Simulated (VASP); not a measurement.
Output of a VASP run:

File OUTCAR:
```
 ion  position               nearest neighbor table
   1  0.000  0.000  0.000-   2 2.58   2 2.58   2 2.58   2 2.58
   2  0.250  0.250  0.250-   1 2.58   1 2.58   1 2.58   1 2.58
  LATTYP: Found a face centered cubic cell.
 ALAT       =     5.9515836808
 Subroutine PRICEL returns:
 Original cell was already a primitive cell.
 Subroutine GETGRP returns: Found 24 space group operations
The static configuration has the point symmetry T_d .
The dynamic configuration has the point symmetry T_d .
 Subroutine INISYM returns: Found 24 space group operations
 Subroutine IBZKPT returns following result:
 Found     20 irreducible k-points:

 Following reciprocal coordinates:
            Coordinates               Weight
  0.000000  0.000000  0.000000      1.000000
  0.142857  0.000000  0.000000      8.000000
  0.285714  0.000000  0.000000      8.000000
  0.428571  0.000000  0.000000      8.000000
  0.142857  0.142857  0.000000      6.000000
  0.285714  0.142857  0.000000     24.000000
  0.428571  0.142857  0.000000     24.000000
 -0.428571  0.142857  0.000000     24.000000
 -0.285714  0.142857  0.000000     24.000000
 -0.142857  0.142857  0.000000     12.000000
  0.285714  0.285714  0.000000      6.000000
  0.428571  0.285714  0.000000     24.000000
 -0.428571  0.285714  0.000000     24.000000
 -0.285714  0.285714  0.000000     12.000000
  0.428571  0.428571  0.000000      6.000000
 -0.428571  0.428571  0.000000     12.000000
  0.428571  0.285714  0.142857     24.000000
 -0.428571  0.285714  0.142857     48.000000
 -0.428571  0.428571  0.142857     24.000000
 -0.285714  0.428571  0.142857     24.000000
   k-points           NKPTS =     20   k-points in BZ     NKDIM =     20   number of bands    NBANDS=     13
   number of dos      NEDOS =    301   number of ions     NIONS =      2
   total plane-waves  NPLWV =  32768
   dimension x,y,z NGX =    32 NGY =   32 NGZ =   32
   dimension x,y,z NGXF=    64 NGYF=   64 NGZF=   64
   ions per type =               1   1
   PREC   = accura    normal or accurate (medium, high low for compatibility)
   ISTART =      0    job   : 0-new  1-cont  2-samecut
   ICHARG =      2    charge: 1-file 2-atom 10-const
   ISPIN  =      1    spin polarized calculation?
   LNONCOLLINEAR =      F non collinear calculations
   LSORBIT =      F    spin-orbit coupling
   INIWAV =      1    electr: 0-lowe 1-rand  2-diag
   ENCUT  =  520.0 eV  38.22 Ry    6.18 a.u.   7.82  7.82  7.82*2*pi/ulx,y,z
   NELM   =    100;   NELMIN=  2; NELMDL= -5     # of ELM steps
   EDIFF  = 0.1E-05   stopping-criterion for ELM
   LREAL  =      F    real-space projection
   NLSPLINE    = F    spline interpolate recip. space projectors
   LMAXMIX     =    4 max onsite mixed and CHGCAR
   VOSKOWN=      0    Vosko Wilk Nusair interpolation
   EDIFFG = -.1E-01   stopping-criterion for IOM
   NSW    =     60    number of steps for IOM
   NBLOCK =      1;   KBLOCK =     60    inner block; outer block
   IBRION =      2    ionic relax: 0-MD 1-quasi-New 2-CG
   NFREE  =      1    steps in history (QN), initial steepest desc. (CG)
   ISIF   =      3    stress and relaxation
   ISYM   =      2    0-nonsym 1-usesym 2-fastsym
   TEIN   =    0.0    initial temperature
   TEBEG  =    0.0;   TEEND  =   0.0 temperature during run
   SMASS  =  -3.00    Nose mass-parameter (am)
   PSTRESS=    0.0 pullay stress
   NELECT =      18.0000    total number of electrons
   EFERMI =   0.00;   METHOD = LEGACY
   ISMEAR =     0;   SIGMA  =   0.05  broadening in eV -4-tet -1-fermi 0-gaus
   IALGO  =     38    algorithm
   LDIAG  =      T    sub-space diagonalisation (order eigenvalues)
   IMIX   =      4    mixing-type and parameters
     AMIX     =   0.40;   BMIX     =  1.00
     AMIX_MAG =   1.60;   BMIX_MAG =  1.00
     AMIN     =   0.10
   GGA     = BO    functional components
   VOSKOWN =     0    Vosko Wilk Nusair interpolation
   LHFCALC =     F    Hartree Fock is set to
   LHFONE  =     F    Hartree Fock one center treatment
...
```

**OSZICAR**
```
       N       E                     dE             d eps       ncg     rms          rms(c)
DAV:   1     0.113039770797E+03    0.11304E+03   -0.84471E+03   520   0.150E+03
DAV:   2     0.373919387533E+01   -0.10930E+03   -0.10628E+03   545   0.329E+02
DAV:   3    -0.395824577868E+01   -0.76974E+01   -0.76487E+01   680   0.909E+01
DAV:   4    -0.418110086236E+01   -0.22286E+00   -0.22269E+00   623   0.168E+01
DAV:   5    -0.419048173324E+01   -0.93809E-02   -0.93804E-02   763   0.285E+00    0.452E+00
DAV:   6    -0.377997018379E+01    0.41051E+00   -0.84152E-01   737   0.149E+01    0.270E+00
DAV:   7    -0.375954401162E+01    0.20426E-01   -0.19203E-01   693   0.328E+00    0.111E+00
DAV:   8    -0.375922508091E+01    0.31893E-03   -0.13654E-02   666   0.170E+00    0.310E-01
DAV:   9    -0.375945329664E+01   -0.22822E-03   -0.21284E-03   688   0.776E-01    0.163E-01
DAV:  10    -0.375946200863E+01   -0.87120E-05   -0.19650E-04   633   0.119E-01    0.108E-01
DAV:  11    -0.375948362219E+01   -0.21614E-04   -0.53353E-05   595   0.671E-02    0.250E-02
DAV:  12    -0.375948287017E+01    0.75203E-06   -0.11073E-05   655   0.596E-02    0.121E-02
DAV:  13    -0.375948287585E+01   -0.56871E-08   -0.35887E-07   320   0.578E-03
   1 F= -.37594829E+01 E0= -.37594829E+01  d E =-.375948E+01
```

**OUTCAR**
```
------------------------ aborting loop because EDIFF is reached ----------------------------------------
  FORCE on cell =-STRESS in cart. coord.  units (eV):
  Direction    XX          YY          ZZ          XY          YZ          ZX
  --------------------------------------------------------------------------------------
  Total       -0.0051579     -0.0051579     -0.0051579     -0.0000000      0.0000000     -0.0000000
  in kB       -0.1568006     -0.1568006     -0.1568006     -0.0000000      0.0000000     -0.0000000
  external PRESSURE =      -0.1568006 kB  Pullay stress =       0.0000000 kB
  volume of cell :       52.70
      direct lattice vectors                 reciprocal lattice vectors
     0.000000000  2.975791840  2.975791840    -0.168022505  0.168022505  0.168022505
     2.975791840  0.000000000  2.975791840     0.168022505 -0.168022505  0.168022505
     2.975791840  2.975791840  0.000000000     0.168022505  0.168022505 -0.168022505
  FREE ENERGIE OF THE ION-ELECTRON SYSTEM (eV)
  ---------------------------------------------------
  free  energy   TOTEN  =        -3.7594828759 eV

  energy  without entropy=       -3.7594828672  energy(sigma->0) =       -3.75948287

 reached required accuracy - stopping structural energy minimisation
```
(Selected blocks of OUTCAR.)

File POSCAR:
```
InP
1
   -0.0000000000     2.9757918404     2.9757918404
    2.9757918404     0.0000000000     2.9757918404
    2.9757918404     2.9757918404     0.0000000000
In P
1 1
Direct
  0.0000000000   0.0000000000   0.0000000000
  0.2500000000   0.2500000000   0.2500000000
```

Question: Reconstruct the remaining input files.

Answer: This is not unique; one that fits is the input of the run itself, optB88-vdW, plane waves, VASP's PBE PAW potentials (set 64).

**INCAR**
```
ENCUT  =  520   # plane-wave cut-off (eV)
GGA  =  BO
PREC  =  Accurate
PARAM1  =  0.1833333333
LASPH  =  .TRUE.
SIGMA  =  0.05   # width (eV)
NELM  =  100   # most electronic steps
AGGAC  =  0.0
LCHARG  =  .FALSE.
EDIFFG  =  -0.01
IBRION  =  2
LMAXMIX  =  4   # l cut-off of mixed one-centre charges
NSW  =  60
LREAL  =  .FALSE.   # projection in real space or not
SYSTEM  =  InP
ISMEAR  =  0
ALGO  =  Normal   # blocked Davidson
ISIF  =  3
LWAVE  =  .FALSE.
LUSE_VDW  =  .TRUE.
PARAM2  =  0.22
EDIFF  =  1E-6
```

**KPOINTS**
```
kpoints
0
gamma
7 7 7
```

POTCAR, in this order: In_d P (PBE.64 set). Program: vasp_std.

The compound is InP in the zinc blende structure. It was relaxed first. The start is the result of an earlier pass.
